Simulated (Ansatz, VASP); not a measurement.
**Si (amorphous silicon) in two plane-wave programs**

Aim: how closely do two programs agree when they are given the same cell, functional and k mesh? The structure shown is the start of the Ansatz relaxation below; VASP solves that cell, so the two are compared at the walk's first step.

Calculated with Ansatz 0.2.0; plane waves, with VASP 6.6.1 beside it; single point at r2SCAN.

**1. Starting point**

The cell holds 76 atoms: 76 Si. Its edges and angles: a = 11.786 Å, b = 11.551 Å, c = 11.405 Å, α = 90.0°, β = 90.0°, γ = 90.0°. As first built, before any earlier steps moved the atoms (in the runner's words): 76 atoms (76 Si) placed at random at 2.26 g/cm^3, melted at 3000 K for 8 ps at fixed volume with the modified Tersoff potential (Kumagai, Izumi, Hara and Sakai, Comput. Mater. Sci. 39, 457 (2007)). Quenched from 3000 K to 300 K at 60 K/ps and fixed volume, held 5 ps.

**2. Ansatz: relaxation, r2SCAN**

Ansatz runs on its default PAW (the set named soft_2) files.

The two programs are compared at the cell with which this relaxation starts, whose forces are those of its first step.

input.yaml

```yaml
crystal:
  lattice:
    - [11.78644, 0.0, 0.0]
    - [0.0, 11.55136, 0.0]
    - [0.0, 0.0, 11.40461]
  atoms:
    - { symbol: Si, position: [0.19856, 0.72783, 0.538] }
    - { symbol: Si, position: [0.70113, 0.6574, 0.50524] }
    - { symbol: Si, position: [0.59216, 0.81223, 0.41999] }
    - { symbol: Si, position: [0.46731, 0.45771, 0.06029] }
    - { symbol: Si, position: [0.53354, 0.05092, 0.70683] }
    - { symbol: Si, position: [0.11308, 0.31568, 0.31888] }
    - { symbol: Si, position: [0.18571, 0.20498, 0.15941] }
    - { symbol: Si, position: [0.2681, 0.32331, 0.45496] }
    - { symbol: Si, position: [0.6026, 0.23961, 0.64845] }
    - { symbol: Si, position: [0.79681, 0.40462, 0.07116] }
    - { symbol: Si, position: [0.90866, 0.80141, 0.94488] }
    - { symbol: Si, position: [0.35661, 0.09388, 0.79316] }
    - { symbol: Si, position: [0.49412, 0.71415, 0.25632] }
    - { symbol: Si, position: [0.80414, 0.84732, 0.76768] }
    - { symbol: Si, position: [0.90465, 0.29101, 0.81316] }
    - { symbol: Si, position: [0.71108, 0.21621, 0.118] }
    - { symbol: Si, position: [0.12476, 0.47567, 0.97415] }
    - { symbol: Si, position: [0.10453, 0.85306, 0.66819] }
    - { symbol: Si, position: [0.36437, 0.77109, 0.86683] }
    - { symbol: Si, position: [0.88506, 0.74331, 0.46497] }
    - { symbol: Si, position: [0.46827, 0.56844, 0.57967] }
    - { symbol: Si, position: [0.06575, 0.16821, 0.68181] }
    - { symbol: Si, position: [0.43365, 0.98742, 0.12095] }
    - { symbol: Si, position: [0.64868, 0.53082, 0.02168] }
    - { symbol: Si, position: [0.17773, 0.34495, 0.64175] }
    - { symbol: Si, position: [0.229, 0.86656, 0.38777] }
    - { symbol: Si, position: [0.71439, 0.9445, 0.31266] }
    - { symbol: Si, position: [0.62599, 0.73189, 0.09805] }
    - { symbol: Si, position: [0.07107, 0.73637, 0.83301] }
    - { symbol: Si, position: [0.63008, 0.93829, 0.12818] }
    - { symbol: Si, position: [0.06898, 0.89059, 0.26445] }
    - { symbol: Si, position: [0.39927, 0.47342, 0.40541] }
    - { symbol: Si, position: [0.17869, 0.57974, 0.14675] }
    - { symbol: Si, position: [0.53072, 0.43497, 0.72451] }
    - { symbol: Si, position: [0.17499, 0.78402, 0.1238] }
    - { symbol: Si, position: [0.31118, 0.00971, 0.49778] }
    - { symbol: Si, position: [0.91929, 0.89957, 0.60186] }
    - { symbol: Si, position: [0.37088, 0.55331, 0.21839] }
    - { symbol: Si, position: [0.87921, 0.83129, 0.28082] }
    - { symbol: Si, position: [0.14022, 0.90385, 0.96031] }
    - { symbol: Si, position: [0.34238, 0.83893, 0.22017] }
    - { symbol: Si, position: [0.55976, 0.75969, 0.89753] }
    - { symbol: Si, position: [0.39332, 0.16805, 0.40704] }
    - { symbol: Si, position: [0.57274, 0.38985, 0.33926] }
    - { symbol: Si, position: [0.04273, 0.61585, 0.46675] }
    - { symbol: Si, position: [0.79972, 0.24358, 0.64465] }
    - { symbol: Si, position: [0.37852, 0.16291, 0.20243] }
    - { symbol: Si, position: [0.47292, 0.90807, 0.56081] }
    - { symbol: Si, position: [0.76723, 0.66067, 0.70021] }
    - { symbol: Si, position: [0.38697, 0.74719, 0.6577] }
    - { symbol: Si, position: [0.02724, 0.0773, 0.19355] }
    - { symbol: Si, position: [0.86406, 0.52908, 0.21717] }
    - { symbol: Si, position: [0.74384, 0.49309, 0.38451] }
    - { symbol: Si, position: [0.94415, 0.58492, 0.75406] }
    - { symbol: Si, position: [0.94982, 0.99639, 0.01109] }
    - { symbol: Si, position: [0.28627, 0.28367, 0.81859] }
    - { symbol: Si, position: [0.26862, 0.55642, 0.64248] }
    - { symbol: Si, position: [0.52794, 0.29397, 0.15766] }
    - { symbol: Si, position: [0.82633, 0.71101, 0.11987] }
    - { symbol: Si, position: [0.01421, 0.466, 0.60087] }
    - { symbol: Si, position: [0.92907, 0.46376, 0.91842] }
    - { symbol: Si, position: [0.58647, 0.21718, 0.44343] }
    - { symbol: Si, position: [0.33186, 0.96078, 0.94595] }
    - { symbol: Si, position: [0.9192, 0.10105, 0.55723] }
    - { symbol: Si, position: [0.1537, 0.27091, 0.96864] }
    - { symbol: Si, position: [0.20953, 0.02711, 0.67399] }
    - { symbol: Si, position: [0.01506, 0.14802, 0.88569] }
    - { symbol: Si, position: [0.23889, 0.6025, 0.8475] }
    - { symbol: Si, position: [0.74469, 0.14784, 0.32119] }
    - { symbol: Si, position: [0.38975, 0.44701, 0.86983] }
    - { symbol: Si, position: [0.05259, 0.51184, 0.28782] }
    - { symbol: Si, position: [0.74443, 0.04527, 0.00256] }
    - { symbol: Si, position: [0.86959, 0.36533, 0.49338] }
    - { symbol: Si, position: [0.63747, 0.57844, 0.82382] }
    - { symbol: Si, position: [0.64624, 0.9474, 0.84361] }
    - { symbol: Si, position: [0.9402, 0.19839, 0.37215] }
kpoints:
  mp_grid: { grid: [1, 1, 1] }
hamiltonian:
  xc: r2scan
scf:
  occupations: { method: fixed }
output:
  forces: true
  stress: true
relax:
  f_tol: 0.04
  max_steps: 60
  cell: { stress_tol: 0.1, fix: [alpha, beta, gamma] }
```

Started as:

```
ansatz run input.yaml --threads 8 --pin off --max-ram 15360MiB --backend cpu --events-out ev --progress --plain --runs-dir out
```

Numbers of over 12 decimals in the logs are rounded to 6 here.

Output:

```text
The last accepted step is kept in <dir> (removed where the run ends without a failure and the disk answers)
Engine: ansatz 0.2.0, x86_64-unknown-linux-gnu
Pseudopotentials: kind: paw
Pseudopotential: Si, paw, valence charge 4, recommended cutoff 500 eV (meta_gga), Si.paw.azcp
Functional definition: r2SCAN
  parameter k0 = 0.174
  parameter k1 = 0.065
  parameter a1 = 4.9479
  exchange = r2scan_x(k0 = k0, k1 = k1, a1 = a1)
  correlation = r2scan_c
Crystal: 76 atoms, lattice volume = 1552.731 Å³
Basis set: ecut = 500 eV, 39429 PW (Γ), exchange–correlation on 360×360×360 points (64 copies of the dense FFT grid, shifted against one another)
Bands: 228, of which v1, the nominal top of the filled ones, is band 152 counted from 1 (151 counted from 0)
Symmetry: 1 space group operations
Space group: P1 (ITA 1), of the structure as read, at distance tolerance 1.2e-4 Å
k-points: 1
Non-local potential: Si, projectors of the file, l = 0: 2, l = 1: 2, l = 2: 2
PAW form: soft (Blöchl's): semilocal exchange-correlation on the pseudo side does not see the compensation charge
PAW frozen core: Si, regenerated for the run's functional (the file was generated under x = pbe(κ = 0.804, μ = 0.219515), c = pbe(β = 0.066725))
PAW one-centre angular grid: Si, 302 points (default); XC on 160 Gauss nodes
Initial density: superposition of atomic densities (neutral atoms: chi_scale 0, normalization atom), corrected by the library's trained network
Initial wavefunctions: pseudopotential atomic-orbital guess
Functional: x = r2scan, c = r2scan; τ floored in thin density (d = 2e-4 eV/Å³)
SCF iter   1: F=—  HF=-48546.589674 eV  |F-HF|=—  |Δ(HF+E_count)|=         —  Δρ=5.42e-3  dr2=7.45e-1  dr2_τ=4.11e-1  ethr=1.77e-3  ⟨swp⟩=6.0  Hψ=921  notcnv=0  defer=73
preconditioner: auto → Resta (q_TF=auto, 2.079 Å⁻¹)  ε∞=5.1  [insulator: Δε(μ)=0.328 eV  Ē_g=8.095 eV  n_scr=250 (ndim 8)  ℏωp=16.4 eV  f_vac=0.003  ε∞_Penn≈5.1]
SCF iter   2: F=—  HF=-48547.164900 eV  |F-HF|=—  |Δ(HF+E_count)|=   5.75e-1  Δρ=3.31e-3  dr2=1.65e-1  dr2_τ=6.76e-4  ethr=2.45e-4  ⟨swp⟩=3.0  Hψ=390  notcnv=0  defer=74
SCF iter   3: F=—  HF=-48547.161909 eV  |F-HF|=—  |Δ(HF+E_count)|=   2.99e-3  Δρ=1.05e-3  dr2=4.36e-2  dr2_τ=2.07e-4  ethr=5.43e-5  ⟨swp⟩=3.0  Hψ=295  notcnv=0  defer=41
automatic band count: iteration 3 solves 195 bands in place of 228: the levels show a gap, and the empty bands left out lie too high to hold charge; the band table lists the bands solved (type scf.n_extra_bands for more)
SCF iter   4: F=—  HF=-48547.160069 eV  |F-HF|=—  |Δ(HF+E_count)|=   1.84e-3  Δρ=2.02e-4  dr2=2.99e-3  dr2_τ=1.88e-5  ethr=1.44e-5  ⟨swp⟩=3.0  Hψ=229  notcnv=0  defer=41
SCF iter   5: F=—  HF=-48547.160198 eV  |F-HF|=—  |Δ(HF+E_count)|=   1.29e-4  Δρ=9.17e-5  dr2=5.46e-4  dr2_τ=2.07e-6  ethr=9.83e-7  ⟨swp⟩=2.0  Hψ=230  notcnv=0  defer=41
SCF iter   6: F=—  HF=-48547.160249 eV  |F-HF|=—  |Δ(HF+E_count)|=   5.10e-5  Δρ=4.36e-5  dr2=1.52e-4  dr2_τ=5.96e-7  ethr=1.79e-7  ⟨swp⟩=2.0  Hψ=233  notcnv=0  defer=39
SCF iter   7: F=—  HF=-48547.160250 eV  |F-HF|=—  |Δ(HF+E_count)|=   1.15e-6  Δρ=1.58e-5  dr2=1.19e-5  dr2_τ=7.46e-8  ethr=4.99e-8  ⟨swp⟩=2.0  Hψ=213  notcnv=0  defer=39
SCF iter   8: F=—  HF=-48547.160627 eV  |F-HF|=—  |Δ(HF+E_count)|=   3.77e-4  Δρ=4.82e-6  dr2=1.38e-6  dr2_τ=7.73e-9  ethr=3.92e-9  ⟨swp⟩=2.0  Hψ=292  notcnv=0  defer=39
SCF iter   9: F=—  HF=-48547.160627 eV  |F-HF|=—  |Δ(HF+E_count)|=   2.48e-7  Δρ=1.54e-6  dr2=1.18e-7  dr2_τ=7.01e-10  ethr=4.53e-10  ⟨swp⟩=2.0  Hψ=294  notcnv=0  defer=39
SCF iter  10: F=-48547.160627 eV  HF=-48547.160627 eV  |F-HF|=1.21e-8  |Δ(HF+E_count)|=   2.85e-8  Δρ=6.04e-7  dr2=2.54e-8  dr2_τ=1.32e-10  ethr=3.29e-11  ⟨swp⟩=4.0  Hψ=591  notcnv=0
SCF 1 converged in 10 iterations: F = -48547.160627 eV  dr2 = 2.54e-8
  greatest PAW one-centre occupation: 0.694 electrons in one spin orbital (limit 2), on the Si atom at site 39 (counted from 0), in its partial waves of l = 0
relax step   1: F+E_penalty+E_count = -48547.16062708 eV  Δ(F+E_penalty+E_count) = +0.000e0 eV  max|allowed force component| = 2.450e-1 eV/Å  Δτ_max = 0.0000 Å  P = -1.131 GPa  Ω = 1552.731 Å³  fix = [alpha, beta, gamma]  reactions: alpha +1.318, beta -0.473, gamma +0.615 GPa/rad  (10 SCF iters, dr2 threshold 1.00e-7 eV, accepted)
Crystal: 76 atoms, lattice volume = 1538.316 Å³
Basis set: ecut = 500 eV, 39031 PW (Γ), exchange–correlation on 360×360×360 points (64 copies of the dense FFT grid, shifted against one another)
Initial density: handed on by an earlier stage of this run
Initial wavefunctions: those handed on with the density
iter 1 solved again at ethr=6.39e-6 eV; its pass at ethr=3.10e-3 eV (dr2=1.94e-2 eV) is discarded
SCF iter   1: F=—  HF=-48547.249184 eV  |F-HF|=—  |Δ(HF+E_count)|=         —  Δρ=1.12e-3  dr2=2.20e-2  dr2_τ=2.04e-3  ethr=6.39e-6  ⟨swp⟩=3.0  Hψ=598  notcnv=0  defer=41
[...]
atom  43  Si     0.00149312    -0.00070072    -0.00430981
  atom  44  Si    -0.00563539     0.00684864    -0.00037483
  atom  45  Si     0.00170503     0.00801505    -0.00233423
  atom  46  Si     0.00268395    -0.00187908    -0.00832509
  atom  47  Si    -0.00030969     0.00145879     0.00372225
  atom  48  Si    -0.00266086    -0.00137046     0.00531017
  atom  49  Si    -0.00519874     0.00144890    -0.00541879
  atom  50  Si     0.01956495     0.00889382    -0.01049686
  atom  51  Si    -0.00431351     0.00849558     0.00934660
  atom  52  Si    -0.00146467     0.00321208    -0.00117447
  atom  53  Si     0.00307593     0.00024323     0.00123633
  atom  54  Si     0.00398076     0.00598241    -0.00293687
  atom  55  Si     0.00281879    -0.01077296     0.00709163
  atom  56  Si    -0.00638319    -0.00187355    -0.00761353
  atom  57  Si    -0.01247560    -0.03313401    -0.00358786
  atom  58  Si    -0.00156838    -0.00188940     0.00028113
  atom  59  Si    -0.00108728    -0.00027656    -0.00058530
  atom  60  Si     0.00103984    -0.00765810     0.00307942
  atom  61  Si    -0.00607162     0.00768246     0.01347375
  atom  62  Si     0.00276787    -0.00236490    -0.00079616
  atom  63  Si     0.00167081     0.00101402     0.00439024
  atom  64  Si    -0.00318980    -0.00059157     0.00174466
  atom  65  Si    -0.00508722     0.00284016    -0.00249757
  atom  66  Si    -0.00118568    -0.00728285     0.00230806
  atom  67  Si     0.00688944     0.00228857    -0.00943847
  atom  68  Si    -0.01422332     0.00329582    -0.00346226
  atom  69  Si    -0.00006360    -0.00245700    -0.00360288
  atom  70  Si    -0.00093794     0.01125354     0.00324933
  atom  71  Si    -0.00221703     0.00288678     0.00531689
  atom  72  Si     0.00551163     0.00125345    -0.00601058
  atom  73  Si     0.00222454    -0.00101179    -0.00898843
  atom  74  Si    -0.00119610    -0.00522721    -0.00857133
  atom  75  Si    -0.00692416     0.00228776     0.00771503
  atom  76  Si     0.00542143     0.00035407    -0.00522723
  max |Σ_I F_I| component: 1.31e-5 eV/Å
--- Stress (GPa, compression-positive) ---
        0.017590      -0.609196       0.480982
       -0.609196       0.033915      -1.375314
        0.480982      -1.375314       0.015632
  P = ⅓ Tr σ = 0.0224 GPa (0.224 kbar)
--- Relaxed structure (5 steps of the walk, 5 accepted, 1 SCFs on fresh bases) ---
  F+E_penalty+E_count = -48547.28753152 eV   max|allowed force component| = 3.313e-2 eV/Å   (the final SCF, on the basis selected at the relaxed cell)
  cell:  # Å, volume = 1537.8956 Å³
    - [11.751432, 0, 0]
    - [0, 11.500519, 0]
    - [0, 0, 11.379380]
  atoms:
    - { symbol: Si, position: [0.196758, 0.727990, 0.537885] }
    - { symbol: Si, position: [0.707493, 0.660143, 0.503239] }
    - { symbol: Si, position: [0.592386, 0.811324, 0.419885] }
    - { symbol: Si, position: [0.467686, 0.457188, 0.060119] }
    - { symbol: Si, position: [0.533129, 0.050351, 0.707481] }
    - { symbol: Si, position: [0.112419, 0.315231, 0.318676] }
    - { symbol: Si, position: [0.185767, 0.205471, 0.159389] }
    - { symbol: Si, position: [0.267660, 0.322545, 0.454397] }
    - { symbol: Si, position: [0.601830, 0.238917, 0.647783] }
    - { symbol: Si, position: [0.797605, 0.405650, 0.069669] }
    - { symbol: Si, position: [0.909145, 0.802384, 0.944444] }
    - { symbol: Si, position: [0.355574, 0.092427, 0.793365] }
    - { symbol: Si, position: [0.493668, 0.714552, 0.255231] }
    - { symbol: Si, position: [0.804959, 0.847708, 0.766593] }
    - { symbol: Si, position: [0.901801, 0.290171, 0.813903] }
    - { symbol: Si, position: [0.711229, 0.217294, 0.117448] }
    - { symbol: Si, position: [0.124611, 0.475842, 0.975059] }
    - { symbol: Si, position: [0.104566, 0.853992, 0.668536] }
    - { symbol: Si, position: [0.367424, 0.769406, 0.866896] }
    - { symbol: Si, position: [0.887613, 0.746346, 0.463814] }
    - { symbol: Si, position: [0.458918, 0.563156, 0.581606] }
    - { symbol: Si, position: [0.066720, 0.168567, 0.681550] }
    - { symbol: Si, position: [0.431507, 0.987519, 0.119967] }
    - { symbol: Si, position: [0.648430, 0.530625, 0.019998] }
[...]
- { symbol: Si, position: [0.743894, 0.147927, 0.320689] }
    - { symbol: Si, position: [0.391860, 0.444063, 0.870177] }
    - { symbol: Si, position: [0.052180, 0.511111, 0.287311] }
    - { symbol: Si, position: [0.743371, 0.045612, 0.00297804] }
    - { symbol: Si, position: [0.867607, 0.365460, 0.495371] }
    - { symbol: Si, position: [0.638516, 0.578550, 0.823018] }
    - { symbol: Si, position: [0.647824, 0.947624, 0.842284] }
    - { symbol: Si, position: [0.938940, 0.198558, 0.373201] }
```

[end of part 1 of 2]

[Lines on the potential files, build, host, timing and source positions are cut from VASP's logs without a mark.]

[Logs are printed without paths, hosts, clocks, repeated set-up lines and the standing remarks that a program may print on its own settings, such as how far it seeks lower states.]

[Hosts, paths, dates, database ids (printed as entryN), source tags and the programs' standing remarks are cut or masked in the printed files.]
